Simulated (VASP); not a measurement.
The system is CH4, in a box.

```
CELL_PARAMETERS angstrom
12.22816 0.00000 0.00000
0.00000 12.72816 0.00000
0.00000 0.00000 13.22816
ATOMIC_POSITIONS crystal
C 0.50000 0.50393 0.50000
H 0.51757 0.42833 0.53635
H 0.56269 0.56134 0.52159
H 0.41944 0.53208 0.52443
H 0.50029 0.49396 0.41764
```

Base run:

* Program: VASP 6.6.1
* Functional: RPBE
* Dispersion: D3(BJ)
* Potentials or basis: VASP PAW PBE potentials, release 64 (C, H)
* Cutoff: 400 eV
* k mesh: 1 × 1 × 1
* Occupations: gaussian, width 0.01 eV
* Spin: no spin polarisation

Its results: gap between the frontier levels 8.83 eV; largest force 0.039 eV/Å.

Q: The run is repeated on the same cell with these changes: functional from RPBE to r2SCAN; dispersion from D3(BJ) to rVV10. What comes out?

A: Gap between the frontier levels 9.70 eV; largest force 0.230 eV/Å.

Several settings changed at once, so the effect can't be laid on one alone.

Caveats: the PAW data sets were made with another functional, which shifts forces and pressure a little.

